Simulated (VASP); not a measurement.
Ba2YCu3O6, 12 atoms in the cell. It takes space group P4/mmm (No. 123, tetragonal). Conventional cell: a = 3.832 Å, b = 3.832 Å, c = 11.881 Å, α = 90.00°, β = 90.00°, γ = 90.00°. Ba (site symmetry 4mm) is surrounded by 8 O at 2.76 to 2.91 Å. Y (site symmetry 4/mmm) has 8 O at 2.39 Å as nearest neighbours. Around Cu (site symmetry 4/mmm) lie 2 O at 1.79 Å. Cu (site symmetry 4mm) has 4 O at 1.92 Å as nearest neighbours. O (site symmetry 2mm) is surrounded by 2 Cu at 1.92 Å. O (site symmetry 4mm) is surrounded by 1 Cu at 1.79 Å. 

```yaml
Program: VASP 6.6.1
Task: relaxation of cell and atoms
Functional: PBEsol
Potentials_or_basis: VASP PAW PBE potentials, release 64 (Ba_sv, Y_sv, Cu, O)
Cutoff: 600 eV
k_mesh: 10 × 10 × 4
Occupations: methfessel-paxton, width 0.1 eV
Spin: no spin polarisation
Further_INCAR_settings: ALGO = Normal; EDIFF = 1e-07; IBRION = 2; EDIFFG = -0.005; NSW = 90; ISIF = 3
```

Potentials or basis: VASP PAW PBE potentials, release 64 (Ba_sv, Y_sv, Cu, O).

Command:

```sh
$ cat potpaw_PBE.64/Ba_sv/POTCAR potpaw_PBE.64/Y_sv/POTCAR potpaw_PBE.64/Cu/POTCAR potpaw_PBE.64/O/POTCAR > POTCAR
$ mpirun -np 4 vasp_std > vasp.out
```

Hardware: 4 MPI ranks on Intel(R) Xeon(R) Platinum 8488C (Sapphire Rapids), with other jobs on the host.

Task: Estimate the wall time of this run.

Result: Wall time 8.3 min on 4 MPI ranks on Intel(R) Xeon(R) Platinum 8488C (Sapphire Rapids), with other jobs on the host, peak memory 0.83 GiB a rank. Counts: scf iterations 25, k points 63, ion steps 1.
